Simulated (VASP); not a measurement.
Here is the system:

```
CELL_PARAMETERS angstrom
      4.12000     0.00000     0.00000
      0.00000     4.12000     0.00000
      0.00000     0.00000     4.12000
ATOMIC_POSITIONS crystal
  Cs 0.00000 0.00000 0.00000
  Cl 0.50000 0.50000 0.50000
```

Method: LDA (Ceperley-Alder, Perdew-Zunger), VASP's LDA PAW potentials (set 64) (plane waves; VASP). Settings: 400 eV cut-off, 6×6×6 Γ-centred mesh, Gaussian smearing of 0.050 eV, potentials Cs_sv Cl.

Energy and stress use the plane-wave basis of the starting cell.

### Question
The ions, cell shape and volume are relaxed. Give the cell that the relaxation ends in.

### Answer

```
CELL_PARAMETERS angstrom
      3.97388     0.00000     0.00000
      0.00000     3.97388     0.00000
      0.00000     0.00000     3.97388
ATOMIC_POSITIONS crystal
  Cs 0.00000 0.00000 0.00000
  Cl 0.50000 0.50000 0.50000
```
Space group Pm-3m (221), at a tolerance of 0.03 Å.

### Question
How do energy and volume change from the first to the last step?

### Answer
The energy (σ→0) changes by -25.3 meV/atom and the volume by -10.3 %, in 4 ionic steps.

The compound is CsCl in the CsCl type structure. This run relaxes it. Symmetry was kept, so distortions that lower it aren't found.
